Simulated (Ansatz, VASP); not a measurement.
**One calculation of VWC2, two programs**

```xyz
4
Lattice="1.5370 0.8874 4.9988 -1.5370 0.8874 4.9988 0.0000 -1.7748 4.9988" Properties=species:S:1:pos:R:3 pbc="T T T"
W     0.0000    0.0000    0.0000
V     0.0000    0.0000    7.4982
C     0.0000    0.0000    3.6965
C     0.0000    0.0000   11.2999
```

Change from the starting cell: volume scaled by 1.04.

Alike in both runs: task single point; functional PBE; k mesh 10 × 10 × 10; occupations fermi-dirac, width 0.05 eV; collinear spin, ferromagnetic start.

|  | VASP | Ansatz |
| --- | --- | --- |
| version | VASP 6.6.1 | Ansatz 0.2.0 |
| potentials or method | VASP PAW PBE potentials, release 64 (W_sv, V_sv, C) | Ansatz PAW |
| plane-wave cutoff (eV) | 520 | 420 |
| valence electrons in the cell | 35 | 35 |

```csv
,VASP,Ansatz,Ansatz less VASP
gap on the k mesh at the Fermi level (eV),none,none,-
pressure (GPa),-13.2,-13.9,-0.63
largest component of the traceless stress (GPa),0.08,0.05,-0.033
rms of the force components (eV/Å),0.102,0.106,+0.0040
net moment per atom (μB),0.00,0.00,0.000
```

Atom by atom the forces differ by 0.004 eV/Å (rms over components). A gap of «none» marks a metal or a gap that the smearing closes. With one functional, cell and mesh, what is left measures potentials, basis and numerics.

Caveats: the pressure holds a Pulay correction of +0.3 GPa for the finite cutoff (Ansatz); the starting moments weren't kept (Ansatz). Spin-orbit coupling is left out, which matters for the levels of W.
